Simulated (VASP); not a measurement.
Data:

```xyz
2
Lattice="0.0000 2.3407 2.3407 2.3407 0.0000 2.3407 2.3407 2.3407 0.0000" Properties=species:S:1:pos:R:3 pbc="T T T"
Zr     0.0000     0.0000     0.0000
C      2.3407     2.3407     2.3407
```

Level of theory: PBE GGA with D3 dispersion (zero damping), VASP's PBE PAW potentials (set 64) (plane waves; VASP). Run with 520 eV cut-off, Gaussian smearing of 0.050 eV, potentials Zr_sv C.

### Question
Estimate the band gap (along the path) with the smallest direct gap where there is one.

### Answer

The band gap (along the path) is none (metal, semimetal or under 0.01 eV).

Total energies compare only between runs with the same potentials, cut-off and functional.

The compound is ZrC in the rock salt structure. It was relaxed first.
